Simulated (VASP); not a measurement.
Energy against volume of HfN (rock salt). Computed with optB88-vdW, VASP's PBE PAW potentials (set 64) (plane waves; VASP).

| V (Å³/atom) | E (eV/atom) |
|---|---|
| 10.947 | -8.96901 |
| 11.296 | -8.99991 |
| 11.646 | -9.00963 |
| 11.995 | -9.00131 |
| 12.344 | -8.97763 |

### Question
Fit a third-order Birch-Murnaghan equation of state.

### Answer

* **volume per atom**: 11.65 Å³/atom
* **bulk modulus**: 275 GPa
* **pressure derivative of the bulk modulus**: 4.34
* **lattice constant a**: 453.4 pm

Measured: a 4.524 Å (computed value off by +0.2 %), as given by Seo, Lee, Wen, Petrov, Greene, Gall, J. Appl. Phys. 96, 878 (2004). The calculation is for a static lattice, while the measured a holds thermal and zero-point effects, which are part of the difference.

The compound is HfN in the rock salt structure. It was relaxed first.
